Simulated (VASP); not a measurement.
Set up this calculation in VASP 6.6.1, as the native input.

| Quantity | Value |
| --- | --- |
| Task | density of states |
| Functional | PBE |
| Potentials or basis | VASP PAW PBE potentials, release 64 (Ta_pv, Mo_sv, C) |
| Cutoff | 520 eV |
| k mesh | 12 × 12 × 4 |
| Occupations | gaussian, width 0.1 eV |
| Spin | no spin polarisation |
| k mesh for the DOS | 18 × 18 × 6 |
| Occupations for the DOS | tetrahedron |
| Further INCAR settings | ALGO = Normal; EDIFF = 1e-07 |

The system is TaMo2C3.

```
CELL_PARAMETERS angstrom
2.95797 0.00000 0.00000
-1.47899 2.56168 0.00000
0.00000 0.00000 8.55297
ATOMIC_POSITIONS crystal
Ta 0.00000 0.00000 0.00000
Mo 0.00000 0.00000 0.33522
Mo 0.00000 0.00000 0.66478
C 0.33333 0.66667 0.17553
C 0.33333 0.66667 0.82447
C 0.33333 0.66667 0.50000
```

The cell was built by a generator and needn't be a form met in nature.

The input as run:

POSCAR

```
TaMo2C3                                 
1.0
    2.9579734963      0.0000000000      0.0000000000
   -1.4789867532      2.5616801910     -0.0000000000
   -0.0000000000      0.0000000000      8.5529653229
  Ta              Mo              C             
     1     2     3
Direct
     0.0000000000000000    0.0000000000000000    0.0000000000000000
     0.0000000000000000    1.0000000000000000    0.3352248092018958
     0.0000000000000000    0.0000000000000000    0.6647751907981042
     0.3333333300000021    0.6666666699999979    0.1755300288470991
     0.3333333300000021    0.6666666699999979    0.8244699711529009
     0.3333333300000021    0.6666666699999979    0.5000000000000000
```

INCAR.step1

```
ALGO = Normal ; EDIFF = 1E-7
ENCUT = 520 ; GGA = PE
ISIF = 2 ; ISMEAR = 0
KPAR = 4 ; LASPH = True
LCHARG = True ; LMAXMIX = 4
LREAL = False ; LWAVE = False
NELM = 100 ; PREC = Accurate
SIGMA = 0.1
```

KPOINTS.step1

```
k-points
0
Gamma
  12 12 4
```

INCAR.step2

```
ALGO = Normal ; EDIFF = 1E-7
ENCUT = 520 ; GGA = PE
ICHARG = 11 ; ISIF = 2
ISMEAR = -5 ; KPAR = 4
LASPH = True ; LCHARG = False
LMAXMIX = 4 ; LORBIT = 10
LREAL = False ; LWAVE = False
NEDOS = 2001 ; NELM = 100
PREC = Accurate ; SIGMA = 0.1
```

KPOINTS.step2

```
k-points
0
Gamma
  18 18 6
```

Potentials or basis: VASP PAW PBE potentials, release 64 (Ta_pv, Mo_sv, C).

Launch:

```console
$ cat potpaw_PBE.64/Ta_pv/POTCAR potpaw_PBE.64/Mo_sv/POTCAR potpaw_PBE.64/C/POTCAR > POTCAR
$ cp INCAR.step1 INCAR
$ cp KPOINTS.step1 KPOINTS
$ mpirun -np 4 vasp_std > vasp.out
$ cp INCAR.step2 INCAR
$ cp KPOINTS.step2 KPOINTS
$ mpirun -np 4 vasp_std > vasp.out
```

Results of the run:

| Property | Result |
| --- | --- |
| Valence electrons inside the program's atomic spheres | Ta 9.02; Mo 12.55; C 2.40, 2.38 |

Run time: 86 s on 4 MPI ranks on Intel(R) Xeon(R) Platinum 8259CL CPU @ 2.50GHz (Skylake/Cascade Lake) (shared host), peak memory 0.39 GiB a rank.
